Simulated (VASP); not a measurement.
VASP ran on this input.

**INCAR**
```
# general
SYSTEM    =  Sn
PREC      =  Accurate
ENCUT     =  400
LREAL     =  .FALSE.
LASPH     =  .TRUE.

# electronic loop
EDIFF     =  1E-6
NELM      =  100
ALGO      =  Normal
LMAXMIX   =  4
LMIXTAU   =  .TRUE.

# smearing
ISMEAR    =  1
SIGMA     =  0.1

# functional
METAGGA   =  R2SCAN
LUSE_VDW  =  .TRUE.
BPARAM    =  11.95
CPARAM    =  0.0093

# ions
IBRION    =  2
NSW       =  60
ISIF      =  3
EDIFFG    =  -0.01

# output
LWAVE     =  .FALSE.
LCHARG    =  .FALSE.
```

File KPOINTS:
```
Automatic mesh
0
Gamma
9 9 9
0 0 0
```

File POSCAR:
```
Sn
1
    0.0000000000     3.2333430000     3.2333430000
    3.2333430000     0.0000000000     3.2333430000
    3.2333430000     3.2333430000     0.0000000000
Sn
2
Direct
  0.0000000000   0.0000000000   0.0000000000
  0.2500000000   0.2500000000   0.2500000000
```

POTCAR, in this order: Sn_d (PBE.64 set). Program: vasp_std.

**Question.** Write an equivalent input for Ansatz.

**Answer.** One equivalent input (not run):
Ansatz 0.2 input:
```yaml
crystal:
  lattice:
    - [0.0000000, 3.2333430, 3.2333430]
    - [3.2333430, 0.0000000, 3.2333430]
    - [3.2333430, 3.2333430, 0.0000000]
  atoms:
    - { symbol: Sn, position: [0.0000000, 0.0000000, 0.0000000] }
    - { symbol: Sn, position: [0.2500000, 0.2500000, 0.2500000] }
kpoints:
  mp_grid: { grid: [9, 9, 9] }
hamiltonian:
  xc: r2scan
  dispersion: rvv10
  pseudopotentials: { kind: paw }
scf:
  occupations: { method: methfessel_paxton, width: 0.1 }
  max_iter: 100
relax:
  max_steps: 60
  f_tol: 0.01
  cell: {}
output: { forces: true, stress: true, eigenvalues: true }
```
The two are equivalent in intent, not identical: each code has its own PAW files, so the cut-off isn't converted (ENCUT is set for VASP's; basis.ecutwfc is left out, and Ansatz then takes the one that its files recommend); Ansatz stops its SCF on the density residual and VASP on the energy change (EDIFF).

The structure comes from a measured Sn entry (Fd-3m) of the Crystallography Open Database, whose conditions weren't checked. This run relaxes it. Symmetry was kept, so distortions that lower it aren't found.
